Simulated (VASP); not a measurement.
An input for Quantum ESPRESSO's pw.x (written as the equivalent of a VASP run, and not itself run):

```
&CONTROL
  calculation = 'scf'
  pseudo_dir = './pseudo'
  outdir = './out'
  tprnfor = .true.
  tstress = .true.
/
&SYSTEM
  ibrav = 0
  nat = 3
  ntyp = 2
  ecutwfc = 96
  occupations = 'tetrahedra'
  input_dft = 'pbesol'
/
&ELECTRONS
  conv_thr = 7.3e-09
  electron_maxstep = 100
/
ATOMIC_SPECIES
  Co 58.933 Co.upf
  Si 28.085 Si.upf
CELL_PARAMETERS angstrom
     0.0000000    2.6551859    2.6551859
     2.6551859    0.0000000    2.6551859
     2.6551859    2.6551859    0.0000000
ATOMIC_POSITIONS crystal
  Co   0.0000000  0.0000000  0.0000000
  Si   0.2500000  0.2500000  0.2500000
  Si   0.7500000  0.7500000  0.7500000
K_POINTS automatic
  13 13 13 0 0 0
```

Problem. Write the VASP files for the same calculation (PBEsol).

Solution. One answer among several that fit: 
### INCAR
```
SYSTEM = CoSi2
PREC = Accurate; ENCUT = 400; LREAL = .FALSE.
LASPH = .TRUE.
EDIFF = 1E-7; NELM = 100; ALGO = Normal
LMAXMIX = 4
ISMEAR = -5
GGA = PS
ISIF = 2
LWAVE = .FALSE.; LCHARG = .TRUE.; LORBIT = 11
NEDOS = 601
```

KPOINTS:
```
Automatic mesh
0
Gamma
13 13 13
0 0 0
```

**POSCAR**
```
CoSi2
1
    0.0000000000     2.6551858848     2.6551858848
    2.6551858848     0.0000000000     2.6551858848
    2.6551858848     2.6551858848     0.0000000000
Co Si
1 2
Direct
  0.0000000000   0.0000000000   0.0000000000
  0.2500000000   0.2500000000   0.2500000000
  0.7500000000   0.7500000000   0.7500000000
```

POTCAR, in this order: Co Si (PBE.64 set). Program: vasp_std.

Limits of the translation: the potentials are each code's own (VASP's PAW set, PseudoDojo norm-conserving files in pw.x), so ENCUT and ecutwfc are chosen apart and not converted; conv_thr bounds pw.x's estimated SCF error, while EDIFF bounds the energy change between steps.

The compound is CoSi2 in the fluorite structure. It was relaxed first.
